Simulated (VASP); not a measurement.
Computed with revPBE GGA, VASP's PBE PAW potentials (set 64) (plane waves; VASP 6.6.1).

VASP input:

**POSCAR**
```
CrO2
1
    4.4744517594     0.0000000000     0.0000000000
    0.0000000000     4.4744517594     0.0000000000
    0.0000000000     0.0000000000     2.9425327093
Cr O
2 4
Direct
  0.0000000000   0.0000000000   0.0000000000
  0.5000000000   0.5000000000   0.5000000000
  0.3037910679   0.3037910679   0.0000000000
  0.8037910679   0.1962089321   0.5000000000
  0.1962089321   0.8037910679   0.5000000000
  0.6962089321   0.6962089321   0.0000000000
```

INCAR:
```
SYSTEM = CrO2
PREC = Accurate; ENCUT = 520; LREAL = .FALSE.
LASPH = .TRUE.
EDIFF = 1E-7; NELM = 100; ALGO = Normal
LMAXMIX = 4
ISMEAR = 1; SIGMA = 0.1
GGA = RE
MAGMOM = 2.1 2.1 -0.1 -0.1 -0.1 -0.1
ISPIN = 2
IBRION = 2; NSW = 30; ISIF = 4
EDIFFG = -0.01
LWAVE = .FALSE.; LCHARG = .FALSE.; LORBIT = 10
```

### KPOINTS
```
Automatic mesh
0
Gamma
7 7 10
0 0 0
```

POTCAR, in this order: Cr_pv O (PBE.64 set). Program: vasp_std.

Output

**OSZICAR**
```
       N       E                     dE             d eps       ncg     rms          rms(c)
DAV:   1     0.612271843466E+03    0.61227E+03   -0.26661E+04  7200   0.177E+03
DAV:   2     0.949693735606E+01   -0.60277E+03   -0.56641E+03  7874   0.521E+02
DAV:   3    -0.622282391693E+02   -0.71725E+02   -0.69705E+02  8610   0.172E+02
DAV:   4    -0.641143050181E+02   -0.18861E+01   -0.18299E+01  8512   0.280E+01
DAV:   5    -0.641569598272E+02   -0.42655E-01   -0.42579E-01  9046   0.437E+00    0.394E+01
DAV:   6    -0.570681444286E+02    0.70888E+01   -0.16722E+02  8422   0.101E+02    0.423E+01
DAV:   7    -0.507674974181E+02    0.63006E+01   -0.11708E+02  8786   0.104E+02    0.180E+01
DAV:   8    -0.485527491760E+02    0.22147E+01   -0.78022E+00  8098   0.241E+01    0.719E+00
DAV:   9    -0.481034305938E+02    0.44932E+00   -0.21705E+00  9514   0.125E+01    0.249E+00
DAV:  10    -0.481317785523E+02   -0.28348E-01   -0.18167E-01  8008   0.355E+00    0.136E+00
DAV:  11    -0.481344919082E+02   -0.27134E-02   -0.42163E-02  9132   0.189E+00    0.599E-01
DAV:  12    -0.481343782174E+02    0.11369E-03   -0.45387E-03  9228   0.543E-01    0.310E-01
DAV:  13    -0.481340089608E+02    0.36926E-03   -0.20355E-03  9246   0.437E-01    0.115E-01
DAV:  14    -0.481340324048E+02   -0.23444E-04   -0.28977E-04  9242   0.137E-01    0.603E-02
DAV:  15    -0.481340384934E+02   -0.60885E-05   -0.58439E-05  8286   0.614E-02    0.366E-02
DAV:  16    -0.481340374489E+02    0.10445E-05   -0.29647E-05  9410   0.524E-02    0.912E-03
DAV:  17    -0.481340377173E+02   -0.26840E-06   -0.24688E-06  7958   0.108E-02    0.461E-03
DAV:  18    -0.481340380032E+02   -0.28594E-06   -0.51056E-07  7876   0.607E-03    0.199E-03
DAV:  19    -0.481340380558E+02   -0.52546E-07   -0.16065E-07  5042   0.305E-03
   1 F= -.48134038E+02 E0= -.48134125E+02  d E =-.481340E+02  mag=     4.0000
       N       E                     dE             d eps       ncg     rms          rms(c)
DAV:   1    -0.481342614205E+02   -0.22342E-03   -0.13319E-02  7254   0.880E-01    0.115E-01
DAV:   2    -0.481341423009E+02    0.11912E-03   -0.44417E-04  8920   0.193E-01    0.890E-02
DAV:   3    -0.481341102338E+02    0.32067E-04   -0.15817E-04  9998   0.120E-01    0.635E-02
DAV:   4    -0.481340934838E+02    0.16750E-04   -0.86775E-05 10372   0.798E-02    0.493E-02
DAV:   5    -0.481340932010E+02    0.28286E-06   -0.95737E-06  9366   0.297E-02    0.297E-02
DAV:   6    -0.481340922604E+02    0.94053E-06   -0.26374E-06  9994   0.154E-02    0.262E-02
DAV:   7    -0.481340921442E+02    0.11624E-06   -0.13562E-06 10228   0.886E-03    0.470E-03
DAV:   8    -0.481340921811E+02   -0.36956E-07   -0.80708E-08  4384   0.215E-03
   2 F= -.48134092E+02 E0= -.48134182E+02  d E =-.541253E-04  mag=     4.0000
```

OUTCAR:
```
------------------------ aborting loop because EDIFF is reached ----------------------------------------
  FORCE on cell =-STRESS in cart. coord.  units (eV):
  Direction    XX          YY          ZZ          XY          YZ          ZX
  --------------------------------------------------------------------------------------
  Total        0.0757626      0.0757626      0.0452350     -0.0000000      0.0000000      0.0000000
  in kB        2.0604618      2.0604618      1.2302229     -0.0000000      0.0000000      0.0000000
  external PRESSURE =       1.7837155 kB  Pullay stress =       0.0000000 kB
  volume of cell :       58.91
      direct lattice vectors                 reciprocal lattice vectors
     4.475933555  0.000000000  0.000000000     0.223417079  0.000000000  0.000000000
    -0.000000000  4.475933555  0.000000000    -0.000000000  0.223417079  0.000000000
     0.000000000  0.000000000  2.940584732     0.000000000  0.000000000  0.340068419
 POSITION                                       TOTAL-FORCE (eV/Angst)
 -----------------------------------------------------------------------------------
     -0.00000      4.47593      0.00000         0.000000      0.000000      0.000000
      2.23797      2.23797      1.47029         0.000000      0.000000      0.000000
      1.35992      1.35992      0.00000        -0.000036     -0.000036      0.000000
      3.59789      0.87804      1.47029        -0.000036      0.000036     -0.000000
      0.87804      3.59789      1.47029         0.000036     -0.000036      0.000000
      3.11601      3.11601      0.00000         0.000036      0.000036     -0.000000
 -----------------------------------------------------------------------------------
    total drift:                                0.000000      0.000000     -0.000000
  FREE ENERGIE OF THE ION-ELECTRON SYSTEM (eV)
  ---------------------------------------------------
  free  energy   TOTEN  =       -48.1340921811 eV

  energy  without entropy=      -48.1343605492  energy(sigma->0) =      -48.13418164

 total charge

# of ion       s       p       d       tot
------------------------------------------
    1        0.363   6.435   3.984  10.781
    2        0.363   6.435   3.984  10.781
    3        1.575   3.454   0.000   5.029
    4        1.575   3.454   0.000   5.029
    5        1.575   3.454   0.000   5.029
    6        1.575   3.454   0.000   5.029
--------------------------------------------------
tot          7.025  26.684   7.968  41.676

 magnetization (x)

# of ion       s       p       d       tot
------------------------------------------
    1        0.023   0.032   2.087   2.143
    2        0.023   0.032   2.087   2.143
    3       -0.003  -0.093   0.000  -0.096
    4       -0.003  -0.093   0.000  -0.096
    5       -0.003  -0.093   0.000  -0.096
    6       -0.003  -0.093   0.000  -0.096
--------------------------------------------------
tot          0.034  -0.306   4.175   3.902

 reached required accuracy - stopping structural energy minimisation
```
(Selected blocks of OUTCAR.)

**CONTCAR**
```
CrO2
   1.00000000000000
     4.4759335545523644    0.0000000000000000    0.0000000000000000
    -0.0000000000000000    4.4759335545523644    0.0000000000000000
     0.0000000000000000    0.0000000000000000    2.9405847317861236
  Cr              O
     2     4
Direct
     0.0000000000000000    1.0000000000000000    0.0000000000000000
     0.5000000000000000    0.5000000000000000    0.5000000000000000
     0.3038299737459134    0.3038299737459134    0.0000000000000000
     0.8038299737459135    0.1961700262540866    0.5000000000000000
     0.1961700262540866    0.8038299737459135    0.5000000000000000
     0.6961700262540865    0.6961700262540865    0.0000000000000000
```

The compound is CrO2 in the rutile structure. This run relaxes it. Symmetry was kept, so distortions that lower it aren't found.
